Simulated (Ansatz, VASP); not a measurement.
# SnTe: VASP beside Ansatz, part 2 of 2

Aim: how closely do two programs agree when they are given the same cell, functional and k mesh? The cell is taken from a series of VASP runs on this material, whose earlier steps may have relaxed, scaled or displaced it; both programs get it as it stands. Other levels of theory on this material are compared in a session of their own.

VASP 6.6.1 and Ansatz 0.2.0.

So far. Step 2 (VASP: band structure, PBE): The run ends at a pressure of 1.56 GPa.

## 5. VASP: band structure, r2SCAN

Level of this step: r2SCAN; plane waves and PAW (Te, Sn_d) (VASP).

Levels along a path test the potential and the projectors away from the mesh points.

Input file INCAR:

```
SYSTEM = SnTe
PREC = Accurate
ENCUT = 350
EDIFF = 1E-06
NELM = 100
ISMEAR = 0
SIGMA = 0.03
LREAL = .FALSE.
ALGO = Normal
METAGGA = R2SCAN
LASPH = .TRUE.
NBANDS = 22
LORBIT = 11
LWAVE = .FALSE.
LCHARG = .FALSE.
KPAR = 4
```

Input file POSCAR:

```
SnTe
1.0
    0.0000000000      3.1600000000      3.1600000000
    3.1600000000      0.0000000000      3.1600000000
    3.1600000000      3.1600000000      0.0000000000
Te Sn
1 1
Direct
    0.5000000000      0.5000000000      0.5000000000
    0.0000000000      0.0000000000      0.0000000000
```

Input file KPOINTS:

```
Automatic mesh
0
Gamma
6 6 6
0 0 0
```

Input file KPOINTS_OPT:

```
Line mode
10
Line-mode
Reciprocal
  0.00000000   0.00000000   0.00000000 GAMMA
  0.50000000   0.00000000   0.50000000 X

  0.50000000   0.00000000   0.50000000 X
  0.50000000   0.25000000   0.75000000 W

  0.50000000   0.25000000   0.75000000 W
  0.37500000   0.37500000   0.75000000 K

  0.37500000   0.37500000   0.75000000 K
  0.00000000   0.00000000   0.00000000 GAMMA

  0.00000000   0.00000000   0.00000000 GAMMA
  0.50000000   0.50000000   0.50000000 L

  0.50000000   0.50000000   0.50000000 L
  0.62500000   0.25000000   0.62500000 U

  0.62500000   0.25000000   0.62500000 U
  0.50000000   0.25000000   0.75000000 W

  0.50000000   0.25000000   0.75000000 W
  0.50000000   0.50000000   0.50000000 L

  0.50000000   0.50000000   0.50000000 L
  0.37500000   0.37500000   0.75000000 K

  0.62500000   0.25000000   0.62500000 U
  0.50000000   0.00000000   0.50000000 X
```

The projector-augmented-wave data sets are Te and Sn_d (PBE family, release 64).

Run with:

```
> mpirun -np 4 vasp_std
```

Numbers of over 12 decimals in the logs are rounded to 6 here.

The program printed:

```text
[banner, memory and clock lines left out]
running    4 mpi-ranks, on    1 nodes
[...]
|                                                                             |
|               ----> ADVICE to this user running VASP <----                  |
|                                                                             |
|     You enforced a specific xc type in the INCAR file but a different       |
|     [... a line on the potential file left out ...]
|     I HOPE YOU KNOW WHAT YOU ARE DOING!                                     |
|                                                                             |

 LDA part: xc-table for (None), standard interpolation
 POSCAR, INCAR and KPOINTS ok, starting setup
[...]
entering main loop
       N       E                     dE             d eps       ncg     rms          rms(c)
DAV:   1     0.883294890967E+02    0.88329E+02   -0.74792E+03   746   0.844E+02
DAV:   2    -0.394384427492E+02   -0.12777E+03   -0.12188E+03   754   0.289E+02
[...]
DAV:  11    -0.506711150212E+02   -0.28152E-04   -0.43644E-05   836   0.382E-02    0.286E-02
DAV:  12    -0.506711152843E+02   -0.26307E-06   -0.43792E-06   890   0.247E-02
   1 F= -.50671115E+02 E0= -.50670989E+02  d E =-.252917E-03
 Start KPOINTS_OPT (optional k-point list driver)
k-point batch [1-16\100]
       N       E                     dE             ncg
DAV:   1    -0.990581675704E+02   -0.61298E+04      736
DAV:   2    -0.216529678045E+04   -0.20662E+04      742
DAV:   3    -0.238377176330E+04   -0.21847E+03      816
DAV:   4    -0.239034601694E+04   -0.65743E+01      878
DAV:   5    -0.239057266583E+04   -0.22665E+00      968
DAV:   6    -0.239057578124E+04   -0.31154E-02      950
DAV:   7    -0.239057582928E+04   -0.48042E-04     1002
DAV:   8    -0.239057582966E+04   -0.37753E-06      758
[...]
k-point batch [97-100\100]
       N       E                     dE             ncg
DAV:   1     0.627667287229E+04   -0.22130E+04      176
DAV:   2     0.574174941033E+04   -0.53492E+03      196
DAV:   3     0.568691058869E+04   -0.54839E+02      208
DAV:   4     0.568543555034E+04   -0.14750E+01      248
DAV:   5     0.568539179480E+04   -0.43756E-01      212
DAV:   6     0.568539060733E+04   -0.11875E-02      256
DAV:   7     0.568539052890E+04   -0.78431E-04      220
DAV:   8     0.568539052858E+04   -0.32181E-06      240
```

OUTCAR, selected parts (step 5):

```text
  Total        0.4467165      0.4467165      0.4467165      0.0000000     -0.0000000      0.0000000
  in kB       11.3409986     11.3409986     11.3409986      0.0000000     -0.0000000      0.0000000
  external PRESSURE =      11.3409986 kB  Pullay stress =       0.0000000 kB

 POSITION                                       TOTAL-FORCE (eV/Angst)
 -----------------------------------------------------------------------------------
      3.16000      3.16000      3.16000        -0.000000     -0.000000     -0.000000
      0.00000      0.00000      0.00000         0.000000      0.000000      0.000000
 -----------------------------------------------------------------------------------
    total drift:                               -0.000000      0.000000      0.000000

  FREE ENERGIE OF THE ION-ELECTRON SYSTEM (eV)
  ---------------------------------------------------
  free  energy   TOTEN  =       -50.6711152843 eV

  energy  without entropy=      -50.6708623671  energy(sigma->0) =      -50.67098883

[... 2 parts as in an earlier step ...]

[... 1 further part left out ...]
[key lines of the parts left out:]
E-fermi :   7.0029
```

The run ends at a pressure of 1.13 GPa.

## 6. Ansatz: band structure, r2SCAN

The same cell, functional, mesh and smearing now go to Ansatz, which takes its cutoff from its data sets.

The cell is taken from a series of VASP runs on this material, whose earlier steps may have relaxed, scaled or displaced it; both programs get it as it stands.

Input file input.yaml:

```yaml
crystal:
  lattice:
    - [0.0, 3.16, 3.16]
    - [3.16, 0.0, 3.16]
    - [3.16, 3.16, 0.0]
  atoms:
    - { symbol: Te, position: [0.5, 0.5, 0.5] }
    - { symbol: Sn, position: [0.0, 0.0, 0.0] }
hamiltonian:
  xc: r2scan
  pseudopotentials: { kind: paw }
kpoints:
  mp_grid: { grid: [6, 6, 6] }
  band_path:
    path:
      - [0.0, 0.0, 0.0]
      - [0.16667, 0.0, 0.16667]
      - [0.33333, 0.0, 0.33333]
      - [0.5, 0.0, 0.5]
      - [0.5, 0.08333, 0.58333]
      - [0.5, 0.19444, 0.69444]
      - [0.5, 0.25, 0.75]
      - [0.45833, 0.29167, 0.75]
      - [0.40278, 0.34722, 0.75]
      - [0.375, 0.375, 0.75]
      - [0.20833, 0.20833, 0.41667]
      - [0.08333, 0.08333, 0.16667]
      - [0.0, 0.0, 0.0]
      - [0.22222, 0.22222, 0.22222]
      - [0.38889, 0.38889, 0.38889]
      - [0.5, 0.5, 0.5]
      - [0.51389, 0.47222, 0.51389]
      - [0.55556, 0.38889, 0.55556]
      - [0.61111, 0.27778, 0.61111]
      - [0.61111, 0.25, 0.63889]
      - [0.56944, 0.25, 0.68056]
      - [0.51389, 0.25, 0.73611]
      - [0.5, 0.27778, 0.72222]
      - [0.5, 0.38889, 0.61111]
      - [0.5, 0.47222, 0.52778]
      - [0.48611, 0.48611, 0.52778]
      - [0.43056, 0.43056, 0.63889]
      - [0.38889, 0.38889, 0.72222]
      - [0.59722, 0.19444, 0.59722]
      - [0.55556, 0.11111, 0.55556]
      - [0.5, 0.0, 0.5]
    npoints: 1
scf:
  occupations: { method: gaussian, width: 0.03 }
  n_extra_bands: 7
output:
  forces: true
  stress: true
  eigenvalues: true
```

Run with:

```
> ansatz run input.yaml --threads 2 --pin off --max-ram 4608MiB --backend cpu --events-out ev --progress --plain --runs-dir out
```

The program printed:

```text
[...]
Crystal: 2 atoms, lattice volume = 63.109 Å³
Basis set: ecut = 500 eV, 1639 PW (Γ), exchange–correlation on 144×144×144 points (64 copies of the dense FFT grid, shifted against one another)
Bands: 22, of which v1, the nominal top of the filled ones, is band 15 counted from 1 (14 counted from 0)
Symmetry: 48 space group operations
[...]
k-points: 16 of 216
[...]
k-point 0: bands = [... 11 lower, 4.8439, 7.1514, 7.1514, 7.1514, 13.0294, 13.0294, 13.0294, 14.6151, ... 3 higher]
  k-point 1: bands = [... 11 lower, 3.5671, 7.2022, 7.2022, 8.0606, 11.9267, 11.9267, 12.0517, 14.6229, ... 3 higher]
  k-point 2: bands = [... 11 lower, 1.7622, 7.3727, 7.3727, 8.9856, 10.5145, 10.5145, 10.6963, 15.7813, ... 3 higher]
  k-point 15: bands = [... 11 lower, 2.0664, 4.0515, 4.9354, 7.4980, 11.7454, 13.2581, 15.1822, 15.4370, ... 3 higher]
[key lines of the parts left out:]
SCF converged after 6 iterations
Free energy (F): -13033.974908 eV
Fermi energy:    9.709170 eV
P = ⅓ Tr σ = 1.3093 GPa (13.093 kbar)
```

The job ended after 3.7 s (2 threads of Arm Neoverse V1, shared host; peak memory 0.52 GiB).

## 7. Side by side

What differs besides the data sets and the points named for the pairs above, as far as they apply: VASP keeps PBE cores, Ansatz makes them for the functional; the cutoff is 500 eV in Ansatz and 350 eV in VASP. Total energies have different zeros and are not compared.

Both answers:

```tsv
quantity	Ansatz	VASP	difference
pressure (GPa)	1.31	1.13	+0.18
gap over the path points (eV)	0.060	0.057	+0.003
```

Levels at points of the path, from each program's valence-band top (eV; 4 filled, then empty):

```tsv
k (reciprocal lattice)	Ansatz	VASP
0.000 0.000 0.000	-4.83 -2.53 -2.53 -2.53 3.35 3.35 3.35	-4.84 -2.53 -2.53 -2.53 3.35 3.35 3.35
0.167 0.000 0.167	-6.09 -3.02 -3.02 -1.01 0.86 3.54 3.54	-6.09 -3.02 -3.02 -1.01 0.86 3.54 3.54
0.333 0.000 0.333	-7.03 -3.94 -3.81 -3.81 2.67 3.89 4.38	-7.03 -3.94 -3.81 -3.81 2.67 3.89 4.38
0.500 0.000 0.500	-6.82 -5.98 -4.14 -4.14 2.29 5.00 5.00	-6.83 -5.98 -4.14 -4.14 2.29 5.01 5.01
0.500 0.083 0.583	-7.14 -5.89 -4.32 -3.52 2.65 3.95 5.12	-7.15 -5.89 -4.32 -3.52 2.64 3.95 5.13
0.500 0.194 0.694	-7.72 -5.51 -4.91 -1.70 1.47 3.97 5.47	-7.72 -5.51 -4.91 -1.70 1.47 3.96 5.47
0.500 0.250 0.750	-7.80 -5.22 -5.22 -1.09 0.78 4.77 4.77	-7.81 -5.22 -5.22 -1.09 0.77 4.76 4.76
0.458 0.292 0.750	-7.82 -5.42 -4.84 -1.51 1.21 4.21 5.29	-7.82 -5.42 -4.84 -1.51 1.21 4.20 5.29
0.403 0.347 0.750	-7.85 -5.56 -3.96 -2.62 2.42 3.56 4.54	-7.86 -5.56 -3.96 -2.62 2.42 3.55 4.53
0.375 0.375 0.750	-7.86 -5.58 -3.63 -2.98 2.97 3.15 4.34	-7.87 -5.58 -3.63 -2.99 2.96 3.15 4.33
```

Among the levels compared at these points, filled levels agree within 8 meV and empty ones within 8 meV.

## 8. Results

```yaml
difference_in_gap_over_the_path_points_band_structure_pbe: -5.0e-4 eV
difference_in_gap_over_the_path_points_band_structure_r2scan: 0.0026 eV
```

The difference in gap over the path points is 0.0026 eV (band structure, r2SCAN), within the 0.08 eV picked in this series as the mark of a large difference. 4 further runs of this series are not shown here. Such differences can come from data sets, numerical settings and the points named under the comparisons, not from the functional's error against experiment.

[Lines on the potential files, build, host, timing and source positions are cut from VASP's logs without a mark.]

[Logs are printed without paths, hosts, clocks, repeated set-up lines and the standing remarks that a program may print on its own settings, such as how far it seeks lower states.]

[Hosts, paths, dates, database ids (printed as entryN), source tags and the programs' standing remarks are cut or masked in the printed files.]
